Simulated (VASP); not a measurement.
These are r2SCAN meta-GGA, VASP's PBE PAW potentials (set 64) (plane waves; VASP) values and carry that method's errors.

The input files of a VASP run:

### KPOINTS
```
Regular mesh
0
Gamma
 6 6 4
```

**POSCAR**
```
AlInSb2
1
    4.5105957026     0.0000000000    -0.0000000000
    0.0000000000     4.5105957026     0.0000000000
    0.0000000000     0.0000000000     6.3289825230
Al In Sb
1 1 2
Direct
  0.0000000000   0.0000000000   0.0000000000
  0.5000000000   0.5000000000   0.5000000000
  0.0000000000   0.5000000000   0.2332186917
  0.5000000000   0.0000000000   0.7667813083
```

**INCAR**
```
ALGO = Normal
EDIFF = 1E-7
ENCUT = 400
ISIF = 2
ISMEAR = -5
LASPH = T
LCHARG = F
LEFG = T
LMAXMIX = 4
LMIXTAU = T
LORBIT = 11
LREAL = F
LWAVE = F
METAGGA = R2SCAN
NEDOS = 601
NELM = 100
PREC = Accurate
SYSTEM = AlInSb2
```

KPOINTS_OPT:
```
k-points along high-symmetry lines
6
Line-mode
Reciprocal
  0.000000   0.000000   0.000000 ! GAMMA
  0.000000   0.500000   0.000000 ! X

  0.000000   0.500000   0.000000 ! X
  0.500000   0.500000   0.000000 ! M

  0.500000   0.500000   0.000000 ! M
  0.000000   0.000000   0.000000 ! GAMMA

  0.000000   0.000000   0.000000 ! GAMMA
  0.000000   0.000000   0.500000 ! Z

  0.000000   0.000000   0.500000 ! Z
  0.000000   0.500000   0.500000 ! R

  0.000000   0.500000   0.500000 ! R
  0.500000   0.500000   0.500000 ! A

  0.500000   0.500000   0.500000 ! A
  0.000000   0.000000   0.500000 ! Z

  0.000000   0.500000   0.000000 ! X
  0.000000   0.500000   0.500000 ! R

  0.500000   0.500000   0.000000 ! M
  0.500000   0.500000   0.500000 ! A
```

POTCAR, in this order: Al In_d Sb (PBE.64 set). Program: vasp_std.

Unless said otherwise, spin-orbit coupling is left out, though it shifts the bands of the heavy elements here.

Problem. What does the run give for the energy per atom (σ→0), band gap (over mesh and band path)?

Solution. 
The energy per atom (σ→0) is -20.417 eV/atom. The band gap (over mesh and band path) is 0.95 eV.

File OSZICAR:
```
...
DAV:  25    -0.816675542584E+02    0.60112E-06   -0.82599E-07  1133   0.638E-03    0.455E-03
DAV:  26    -0.816675550618E+02   -0.80349E-06   -0.63480E-07  1237   0.848E-03    0.823E-03
DAV:  27    -0.816675557328E+02   -0.67090E-06   -0.19716E-07   814   0.446E-03    0.609E-03
DAV:  28    -0.816675560851E+02   -0.35230E-06   -0.23068E-07   878   0.343E-03    0.175E-03
DAV:  29    -0.816675561025E+02   -0.17448E-07   -0.45506E-08   533   0.245E-03
   1 F= -.81667556E+02 E0= -.81667556E+02  d E =0.000000E+00
       N       E                     dE             ncg
       N       E                     dE             ncg
```

The structure comes from a computed database's AlInSb2 entry (P-4m2); how it stands against other phases isn't given here. It was relaxed first.
